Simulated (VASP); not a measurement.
Take CdO (rock salt), without spin-orbit terms, in VASP with PAW potentials, and its band gap. mBJ is a potential without an energy functional, so only the levels count.

Problem. One run gives 0 (metallic) eV. Which level is it?
A) mBJ (TB09) (PBE cell)
B) HSE06 (PBE cell)
C) PBE (own cell)
D) PBE0 (PBE cell)

Solution. C, PBE (own cell).  The others give 0.76 (HSE06 (PBE cell)), 1.39 (PBE0 (PBE cell)), 1.32 (mBJ (TB09) (PBE cell)).

Only levels that ran to the end are used. Left out are those held back, those with too coarse a band path, GW runs whose mesh misses a band edge, hybrids' fits of cells that aren't cubic and levels without matching references; a question may draw on a part of the rest.

The compound is CdO in the rock salt structure.
